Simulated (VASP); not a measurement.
Given:

```yaml
crystal:
  lattice:
    - [0.00000, 3.24289, 3.24289]
    - [3.24289, 0.00000, 3.24289]
    - [3.24289, 3.24289, 0.00000]
  atoms:
    - { symbol: Cd, position: [0.00000, 0.00000, 0.00000] }
    - { symbol: Te, position: [0.25000, 0.25000, 0.25000] }
```

These are PW91 GGA, VASP's PBE PAW potentials (set 64) (plane waves; VASP) values and carry that method's errors. Run with 520 eV cut-off, 7×7×7 Γ-centred mesh, Gaussian smearing of 0.050 eV, potentials Cd Te.

Unless said otherwise, spin-orbit coupling is left out, though it shifts the bands of the heavy elements here.

Predict the energy per atom (σ→0), pressure, band gap (on the k-mesh) with the smallest direct gap where there is one.

band gap (on the k-mesh): 0.76 eV
smallest direct gap (on the k-mesh): 0.76 eV
energy per atom (σ→0): -2.413 eV/atom
pressure: 2.55 GPa

The compound is CdTe in the zinc blende structure. This cell is one point of a volume scan, at 0.94 of the reference volume.
